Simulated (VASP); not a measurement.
Consider the following.

```xyz
2
Lattice="0.0000 3.3984 3.3984 3.3984 0.0000 3.3984 3.3984 3.3984 0.0000" Properties=species:S:1:pos:R:3 pbc="T T T"
In     0.0000     0.0000     0.0000
Bi     1.6992     1.6992     1.6992
```

Calculation: PBEsol GGA, VASP's PBE PAW potentials (set 64) (plane waves; VASP). Settings: 300 eV cut-off, 6×6×6 Γ-centred mesh, Gaussian smearing of 0.10 eV, potentials In_d Bi_d.

### Question
Give the energies of bands 12 to 17 at the high-symmetry points, in eV from the Fermi level.

### Answer

```json
[
 {"band": "12", "Γ": "-1.83", "X": "-5.49", "U": "-5.39", "L": "-5.25", "W": "-5.40"},
 {"band": "13", "Γ": "0.20", "X": "-1.85", "U": "-2.60", "L": "-0.72", "W": "-2.39"},
 {"band": "14", "Γ": "0.20", "X": "-1.85", "U": "-1.53", "L": "-0.72", "W": "-2.23"},
 {"band": "15", "Γ": "0.20", "X": "1.28", "U": "1.52", "L": "-0.04", "W": "3.27"},
 {"band": "16", "Γ": "3.02", "X": "1.39", "U": "3.51", "L": "3.87", "W": "3.52"},
 {"band": "17", "Γ": "3.02", "X": "7.57", "U": "5.64", "L": "3.87", "W": "4.06"}
]
```

It has no gap at this level: it comes out as a metal or semimetal.

The structure comes from a computed database's InBi entry (F-43m); how it stands against other phases isn't given here. The cell was not relaxed at this level.
